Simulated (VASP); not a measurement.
# AgF4 (P4/mmm) in VASP: single point with optB86b-vdW

Aim: the single point of AgF4 with optB86b-vdW.

Program: VASP 6.6.1. These are calculated values, not measurements. Logs are shortened: lines on timing, memory, paths and dates and some standing lists are left out, and cuts for length are marked.

## 1. The structure

It takes space group P4/mmm (No. 123, tetragonal). Conventional cell: a = 3.621 Å, b = 3.621 Å, c = 5.299 Å, α = 90.00°, β = 90.00°, γ = 90.00°. Around Ag (site symmetry 4/mmm) lie 8 F at 2.17 Å. F (site symmetry 2mm) is surrounded by 2 Ag at 2.17 Å and 1 F at 2.40 Å.

The cell was built by a generator and needn't be a form met in nature.

## 2. Single point, optB86b-vdW

Input file INCAR:

```
AGGAC    = 0.0          
ALGO     = Normal         # electronic algorithm
AMIX     = 0.1          
EDIFF    = 1E-6           # SCF threshold, eV
ENCUT    = 520            # plane-wave cutoff, eV
GGA      = MK             # functional
IMIX     = 1            
ISIF     = 2              # what is computed and relaxed
ISMEAR   = -1             # smearing method
LASPH    = True           # aspherical terms in the spheres
LCHARG   = False          # write CHGCAR
LREAL    = False          # projectors in reciprocal space
LUSE_VDW = True         
LWAVE    = False          # write WAVECAR
NBANDS   = 28             # bands
NELM     = 80             # most SCF steps
PARAM1   = 0.1234       
PARAM2   = 1.0          
PREC     = Accurate       # precision mode
SIGMA    = 0.02           # smearing width, eV
```

Input file KPOINTS:

```
k-points
0
Gamma
  7 7 5
```

Input file POSCAR:

```
AgF4
1.0
    3.6206400000      0.0000000000      0.0000000000
    0.0000000000      3.6206400000      0.0000000000
    0.0000000000      0.0000000000      5.2994100000
Ag F
1 4
Direct
    0.0000000000      0.0000000000      0.0000000000
    0.5000000000      0.0000000000      0.2266600000
    0.0000000000      0.5000000000      0.7733400000
    0.5000000000      0.0000000000      0.7733400000
    0.0000000000      0.5000000000      0.2266600000
```

Potentials or basis: VASP PAW PBE potentials, release 64 (Ag, F).

Started as:

```
> cat potpaw_PBE.64/Ag/POTCAR potpaw_PBE.64/F/POTCAR > POTCAR
> mpirun -np 1 vasp_std > vasp.out
```

OUTCAR:

```text
AMIX = 0.1
   EDIFF = 1E-6
   ENCUT = 520
   GGA = MK
   IMIX = 1
   ISIF = 2
   ISMEAR = -1
   LASPH = True
   LREAL = False
   NELM = 80
   PREC = Accurate

 ion  position               nearest neighbor table
   1  0.000  0.000  0.000-   2 2.17   3 2.17   4 2.17   5 2.17   3 2.17   5 2.17   2 2.17   4 2.17

   2  0.500  0.000  0.227-   1 2.17   1 2.17
   3  0.000  0.500  0.773-   1 2.17   1 2.17
   4  0.500  0.000  0.773-   1 2.17   1 2.17
   5  0.000  0.500  0.227-   1 2.17   1 2.17

  LATTYP: Found a simple tetragonal cell.
 ALAT       =     3.6206400000
 C/A-ratio  =     1.4636666446

  Lattice vectors:

 A1 = (   3.6206400000,   0.0000000000,   0.0000000000)
 A2 = (   0.0000000000,   3.6206400000,   0.0000000000)
 A3 = (   0.0000000000,   0.0000000000,   5.2994100000)

Analysis of symmetry for initial positions (statically):
=====================================================================
 Subroutine PRICEL returns:
 Original cell was already a primitive cell.

 Routine SETGRP: Setting up the symmetry group for a
 simple tetragonal supercell.

 Subroutine GETGRP returns: Found 16 space group operations
 (whereof 16 operations were pure point group operations)
 out of a pool of 16 trial point group operations.

The static configuration has the point symmetry D_4h.

Analysis of symmetry for dynamics (positions and initial velocities):
=====================================================================
 Subroutine PRICEL returns:
 Original cell was already a primitive cell.

 Routine SETGRP: Setting up the symmetry group for a
 simple tetragonal supercell.

 Subroutine GETGRP returns: Found 16 space group operations
 (whereof 16 operations were pure point group operations)
 out of a pool of 16 trial point group operations.

The dynamic configuration has the point symmetry D_4h.

 Subroutine INISYM returns: Found 16 space group operations
 (whereof 16 operations are pure point group operations),
 and found     1 'primitive' translations

----------------------------------------------------------------------------------------

                                     Primitive cell

  volume of cell :      69.4701

  direct lattice vectors                    reciprocal lattice vectors
     3.620640000  0.000000000  0.000000000     0.276194264  0.000000000  0.000000000
     0.000000000  3.620640000  0.000000000     0.000000000  0.276194264  0.000000000
     0.000000000  0.000000000  5.299410000     0.000000000  0.000000000  0.188700252

  length of vectors
     3.620640000  3.620640000  5.299410000     0.276194264  0.276194264  0.188700252

  position of ions in fractional coordinates (direct lattice)
     0.000000000  0.000000000  0.000000000
     0.500000000  0.000000000  0.226660000
     0.000000000  0.500000000  0.773340000
     0.500000000  0.000000000  0.773340000
     0.000000000  0.500000000  0.226660000

  ion indices of the primitive-cell ions
   primitive index   ion index
                 1           1
                 2           2
                 3           3
                 4           4
                 5           5

----------------------------------------------------------------------------------------

 KPOINTS: k-points

Automatic generation of k-mesh.
 Grid dimensions read from file:
 generate k-points for:    7    7    5

 Generating k-lattice:

  Cartesian coordinates                     Fractional coordinates (reciprocal lattice)
     0.039456323  0.000000000  0.000000000     0.142857143  0.000000000  0.000000000
     0.000000000  0.039456323  0.000000000     0.000000000  0.142857143  0.000000000
     0.000000000  0.000000000  0.037740050     0.000000000  0.000000000  0.200000000

  Length of vectors
     0.039456323  0.039456323  0.037740050

  Shift w.r.t. Gamma in fractional coordinates (k-lattice)
     0.000000000  0.000000000  0.000000000

 Subroutine IBZKPT returns following result:
 ===========================================

 Found     30 irreducible k-points:

 Following reciprocal coordinates:
            Coordinates               Weight
  0.000000  0.000000  0.000000      1.000000
  0.142857  0.000000  0.000000      4.000000
  0.285714  0.000000  0.000000      4.000000
  0.428571  0.000000  0.000000      4.000000
  0.142857  0.142857  0.000000      4.000000
  0.285714  0.142857  0.000000      8.000000
[... 16 lines left out ...]
  0.285714  0.000000  0.400000      8.000000
  0.428571  0.000000  0.400000      8.000000
 [... further k-points ...]
   k-points           NKPTS =     30   k-points in BZ     NKDIM =     30   number of bands    NBANDS=     28
   number of dos      NEDOS =    301   number of ions     NIONS =      5
   total plane-waves  NPLWV =  31360
   dimension x,y,z NGX =    28 NGY =   28 NGZ =   40
   dimension x,y,z NGXF=    56 NGYF=   56 NGZF=   80
   ions per type =               1   4
   NGX,Y,Z   is equivalent  to a cutoff of  12.86, 12.86, 12.55 a.u.
   NGXF,Y,Z  is equivalent  to a cutoff of  25.71, 25.71, 25.10 a.u.
 SYSTEM =  unknown system
   PREC   = accura    normal or accurate (medium, high low for compatibility)
   ISTART =      0    job   : 0-new  1-cont  2-samecut
   ICHARG =      2    charge: 1-file 2-atom 10-const
   ISPIN  =      1    spin polarized calculation?
   LNONCOLLINEAR =      F non collinear calculations
   LSORBIT =      F    spin-orbit coupling
   LASPH  =      T    aspherical Exc in radial PAW
   ENCUT  =  520.0 eV  38.22 Ry    6.18 a.u.   6.73  6.73  9.85*2*pi/ulx,y,z
   NELM   =     80;   NELMIN=  2; NELMDL= -5     # of ELM steps
   EDIFF  = 0.1E-05   stopping-criterion for ELM
   LREAL  =      F    real-space projection
   EDIFFG = 0.1E-04   stopping-criterion for IOM
   NSW    =      0    number of steps for IOM
   IBRION =     -1    ionic relax: 0-MD 1-quasi-New 2-CG
   NFREE  =      0    steps in history (QN), initial steepest desc. (CG)
   ISIF   =      2    stress and relaxation
   ISYM   =      2    0-nonsym 1-usesym 2-fastsym
   POTIM  = 0.5000    time-step for ionic-motion
   TEBEG  =    0.0;   TEEND  =   0.0 temperature during run
   PSTRESS=    0.0 pullay stress
   NELECT =      39.0000    total number of electrons
   NUPDOWN=      -1.0000    fix difference up-down
   EMIN   =  10.00;   EMAX   =-10.00  energy-range for DOS
   EFERMI =   0.00;   METHOD = LEGACY
   ISMEAR =    -1;   SIGMA  =   0.02  broadening in eV -4-tet -1-fermi 0-gaus
   EFERMI_NEDOS =   21; number of points for ismear=-14 and -15
   IALGO  =     38    algorithm
   IMIX   =      1    mixing-type and parameters
     AMIX     =   0.10;   BMIX     =  1.00
     AMIX_MAG =   0.40;   BMIX_MAG =  1.00
  volume/ion in A,a.u.               =      13.89        93.76
  Fermi-wavevector in a.u.,A,eV,Ry     =   1.350507  2.552089 24.815260  1.823870
  Thomas-Fermi vector in A             =   2.478006
   LORBIT       =      0    0 simple, 1 ext, 2 COOP (PROOUT), +10 PAW based schemes
   GGA     = MK    functional components
   LHFCALC =     F    Hartree Fock is set to
   AEXX    =    0.0000 exact exchange contribution
   IVDW_NL    =     1    kernel type
   BPARAM     = 6.3000
   IVDW    =     0    specifies the selected vdW correction
   LEPSILON=     F    determine dielectric tensor
   LRPA    =     F    only Hartree local field effects (RPA)
 non-spin polarized calculation
  energy-cutoff  :      520.00
  volume of cell :       69.47
 maximum number of plane-waves:      1888
 NGX is ok and might be reduce to    28

 number of electron      39.0000004 magnetization

 Free energy of the ion-electron system (eV)
  ---------------------------------------------------
  ext. energy  EPLUGINS =         0.00000000
  ---------------------------------------------------
  free energy    TOTEN  =        -1.78232224 eV

  energy without entropy =       -1.76825454  energy(sigma->0) =       -1.77528839

 E-fermi :  -1.9540     XC(G=0):  -9.4575

 val. band max:       -1.9594921357   @ k =   0.4286   0.0000   0.4000
 cond. band min:      -1.9537662220   @ k =   0.1429   0.1429   0.0000
 fundamental gap:      0.0057259136
 Fermi energy:        -1.9539582158

 k-point     1 :       0.0000    0.0000    0.0000
  band No.  band energies     occupation
      1     -23.2205      2.00000
      2     -22.5911      2.00000
      3     -22.3329      2.00000
      4     -21.8016      2.00000
      5      -7.4112      2.00000
      6      -7.4112      2.00000
[... 20 lines left out ...]
     27      13.7484      0.00000
     28      15.7851      0.00000

 k-point     2 :       0.1429    0.0000    0.0000
  band No.  band energies     occupation
      1     -23.1674      2.00000
      2     -22.5602      2.00000
      3     -22.3649      2.00000
      4     -21.8503      2.00000
      5      -7.3809      2.00000
      6      -7.1951      2.00000
[... 20 lines left out ...]
     27      13.9386      0.00000
     28      15.9513      0.00000

 k-point     3 :       0.2857    0.0000    0.0000
  band No.  band energies     occupation
      1     -23.0232      2.00000
      2     -22.4700      2.00000
      3     -22.4607      2.00000
      4     -21.9787      2.00000
      5      -7.3105      2.00000
      6      -7.0398      2.00000
[... 20 lines left out ...]
     27      14.4347      0.00000
     28      16.2565      0.00000

 k-point     4 :       0.4286    0.0000    0.0000
  band No.  band energies     occupation
      1     -22.8359      2.00000
      2     -22.6091      2.00000
      3     -22.3356      2.00000
      4     -22.1430      2.00000
      5      -7.2514      2.00000
      6      -7.2061      2.00000
[... 20 lines left out ...]
     27      14.9417      0.00000
     28      16.3734      0.00000

 k-point     5 :       0.1429    0.1429    0.0000
  band No.  band energies     occupation
      1     -23.1170      2.00000
      2     -22.5321      2.00000
      3     -22.3918      2.00000
      4     -21.8939      2.00000
      5      -7.2649      2.00000
      6      -7.0717      2.00000
[... 20 lines left out ...]
     27      13.8501      0.00000
     28      16.1260      0.00000

 k-point     6 :       0.2857    0.1429    0.0000
  band No.  band energies     occupation
      1     -22.9819      2.00000
      2     -22.4751      2.00000
      3     -22.4510      2.00000
      4     -22.0100      2.00000
      5      -7.1546      2.00000
      6      -6.9328      2.00000
[... 463 lines left out ...]
      5      -7.4376      2.00000
      6      -7.4376      2.00000
[... 20 lines left out ...]
     27      13.8798      0.00000
     28      15.7326      0.00000

 k-point    22 :       0.1429    0.0000    0.4000
  band No.  band energies     occupation
      1     -23.1096      2.00000
      2     -22.6269      2.00000
      3     -22.3231      2.00000
      4     -21.8981      2.00000
      5      -7.4062      2.00000
      6      -7.2268      2.00000
[... 20 lines left out ...]
     27      14.6638      0.00000
     28      15.6398      0.00000

 k-point    23 :       0.2857    0.0000    0.4000
  band No.  band energies     occupation
      1     -22.9679      2.00000
      2     -22.5335      2.00000
      3     -22.4161      2.00000
      4     -22.0288      2.00000
      5      -7.3331      2.00000
      6      -6.9098      2.00000
[... 20 lines left out ...]
     27      15.3479      0.00000
     28      16.1943      0.00000

 k-point    24 :       0.4286    0.0000    0.4000
  band No.  band energies     occupation
      1     -22.7844      2.00000
      2     -22.5606      2.00000
      3     -22.3938      2.00000
      4     -22.1973      2.00000
      5      -7.2716      2.00000
      6      -7.0817      2.00000
[... 20 lines left out ...]
     27      15.6332      0.00000
     28      17.5648      0.00000

 [... further k-points ...]

------------------------ aborting loop because EDIFF is reached ----------------------------------------

  FORCE on cell =-STRESS in cart. coord.  units (eV):
  Direction    XX          YY          ZZ          XY          YZ          ZX
  --------------------------------------------------------------------------------------
  -------------------------------------------------------------------------------------
  Total       -1.2922813     -1.2922813     -1.1870677      0.0000000      0.0000000      0.0000000
  in kB      -29.8036486    -29.8036486    -27.3771266      0.0000000      0.0000000      0.0000000
  external PRESSURE =     -28.9948079 kB  Pullay stress =       0.0000000 kB

 VOLUME and BASIS-vectors are now :
 -----------------------------------------------------------------------------
  energy-cutoff  :      520.00
  volume of cell :       69.47
      direct lattice vectors                 reciprocal lattice vectors
     3.620640000  0.000000000  0.000000000     0.276194264  0.000000000  0.000000000
     0.000000000  3.620640000  0.000000000     0.000000000  0.276194264  0.000000000
     0.000000000  0.000000000  5.299410000     0.000000000  0.000000000  0.188700252

 POSITION                                       TOTAL-FORCE (eV/Angst)
 -----------------------------------------------------------------------------------
      0.00000      0.00000      0.00000        -0.000000      0.000000      0.000000
      1.81032      0.00000      1.20116        -0.000000      0.000000     -0.034092
      0.00000      1.81032      4.09825        -0.000000      0.000000      0.034092
      1.81032      0.00000      4.09825        -0.000000      0.000000      0.034092
      0.00000      1.81032      1.20116         0.000000      0.000000     -0.034092
 -----------------------------------------------------------------------------------
    total drift:                               -0.000000      0.000000     -0.000000

  FREE ENERGIE OF THE ION-ELECTRON SYSTEM (eV)
  ---------------------------------------------------
  free  energy   TOTEN  =        -1.7823222382 eV

  energy  without entropy=       -1.7682545425  energy(sigma->0) =       -1.77528839

Total vdW correction in eV:      9.1308698
```

It took 2.7 min on 1 thread of Intel Xeon 6975P-C (Granite Rapids), shared host; peak memory 0.4 GiB.

Results:

* Free energy: -1.7823 eV
* Pressure: -2.9 GPa
* Largest force: 0.034 eV/Å
* Band gap on the k mesh: none (metal or under the smearing width)

Forces on the atoms (eV/Å):
```
Ag   0.000  0.000  0.000
F    0.000  0.000 -0.034
F    0.000  0.000  0.034
F    0.000  0.000  0.034
F    0.000  0.000 -0.034
```

Levels at points of the mesh, in eV from the Fermi level:
| k point | band 16 | band 17 | band 18 | band 19 | band 20 | band 21 | band 22 | band 23 |
| --- | --- | --- | --- | --- | --- | --- | --- | --- |
| (0.00, 0.00, 0.00) | -0.84 | -0.84 | -0.50 | -0.11 | 0.40 | 0.40 | 6.43 | 12.31 |

Caveat: the PAW data sets were made with another functional, which shifts forces and pressure a little; an odd number of electrons without spin polarisation forces a metal; a magnetic or distorted state may lie lower.

## 3. The reference run

An earlier run on the cell as given: functional PBE; potentials or basis VASP PAW PBE potentials, release 64 (Ag, F); cutoff 520 eV; k mesh 7 × 7 × 5; occupations fermi-dirac, width 0.05 eV; no spin polarisation.

* Pressure: 0.0 GPa
* Largest force: 0.029 eV/Å
* Band gap on the k mesh: none (metal or under the smearing width)
